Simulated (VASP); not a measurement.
Consider the following.

```
CELL_PARAMETERS angstrom
      3.62700     0.00000     0.00000
      0.00000     3.62700     0.00000
      0.00000     0.00000     3.62700
ATOMIC_POSITIONS crystal
  Ti 0.00000 0.00000 0.00000
  As 0.50000 0.50000 0.50000
```

Level of theory: PBEsol GGA, VASP's PBE PAW potentials (set 64) (plane waves; VASP). Run with 400 eV cut-off, 9×9×9 Γ-centred mesh, first-order Methfessel-Paxton smearing of 0.10 eV, potentials Ti_sv As.

Energy and stress use the plane-wave basis of the starting cell.

Q: The ions, cell shape and volume are relaxed. What does this cell relax into?

A: 
```
CELL_PARAMETERS angstrom
      3.15310     0.00000     0.00000
      0.00000     3.15310     0.00000
      0.00000     0.00000     3.15310
ATOMIC_POSITIONS crystal
  Ti 0.00000 0.00000 0.00000
  As 0.50000 0.50000 0.50000
```
Space group Pm-3m (221), at a tolerance of 0.03 Å.

Q: How do energy and volume change from the first to the last step?

A: The energy (σ→0) changes by -846.5 meV/atom and the volume by -34.3 %, in 6 ionic steps.

The structure was generated: TiAs was put into the CsCl type type (Pm-3m), which need not be its known phase. This run relaxes it. Symmetry was kept, so distortions that lower it aren't found. The electron count is odd and the run is not spin-polarised, which forces a metal.
